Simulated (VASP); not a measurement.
Cost and result of VASP (PAW) for the lattice constant a of AuAl₂ (fluorite). Static lattice. The cost counts the five points of the equation of state, each on the mesh and cut-off of its row, so the ratios hold those differences too. With r2SCAN it took about 5 core-minutes. Costs are core time on shared hosts, one run each; read them as rough ratios.

```
level                  k-mesh  cut-off (eV)  lattice constant a (Å)      cost over r2SCAN
---------------------  ------  ------------  ----------------------  --------------------
PBE-D3 (zero damping)   9×9×9           520                   5.985             about 1/5
revPBE                  9×9×9           520                       ?             about 1/5
vdW-DF-cx               9×9×9           520                   6.014  within a factor of 2
optB86b-vdW             9×9×9           520                   6.029  within a factor of 2
r2SCAN                  9×9×9           520                   6.004             reference
TPSS                    9×9×9           520                   6.032  within a factor of 2
SCAN                    9×9×9           520                       ?  within a factor of 2
```

### Question
Some entries are withheld; supply them.

### Answer

- revPBE, lattice constant a (Å): 6.083
- SCAN, lattice constant a (Å): 5.965

Left out are levels that failed, ran on another kind of processor or have no fit band path; at most nine are shown.

The compound is AuAl2 in the fluorite structure.
